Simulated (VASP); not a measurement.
Ni:

```
Ni
1.0
     0.00000    1.77565    1.77565
     1.77565    0.00000    1.77565
     1.77565    1.77565    0.00000
Ni
1
Direct
  0.00000 0.00000 0.00000
```

- Program: VASP 6.6.1
- Task: relaxation of cell and atoms
- Functional: PBE
- Dispersion: D3(BJ)
- Potentials or basis: VASP PAW PBE potentials, release 64 (Ni)
- Cutoff: 600 eV
- k mesh: 20 × 20 × 20
- Occupations: gaussian, width 0.1 eV
- Spin: collinear spin, ferromagnetic start
- Starting moments: [1.0] μB

At the start: pressure -11.6 GPa; volume 11.20 Å³/atom.

Where does the relaxation end?

Over 3 steps the energy falls by 26.9 meV/atom and the volume is 10.51 Å³/atom (-6.1 %); space group Fm-3m (No. 225, to 0.05 Å); moment 0.62 μB per cell.

Step by step:
| step | energy change (eV) | largest force (eV/Å) | pressure (GPa) | volume (Å³) |
| --- | --- | --- | --- | --- |
| 1 | 0.0000 | 0.0000 | -11.64 | 11.20 |
| 2 | -0.0028 | 0.0000 | 14.15 | 9.93 |
| 3 | -0.0269 | 0.0000 | -0.06 | 10.51 |

Final structure:
```
Ni
1.0
     0.00000    1.73868    1.73868
     1.73868    0.00000    1.73868
     1.73868    1.73868    0.00000
Ni
1
Direct
  0.00000 0.00000 0.00000
```

Caveat: pairwise dispersion overbinds metals, which lowers pressure and volume.
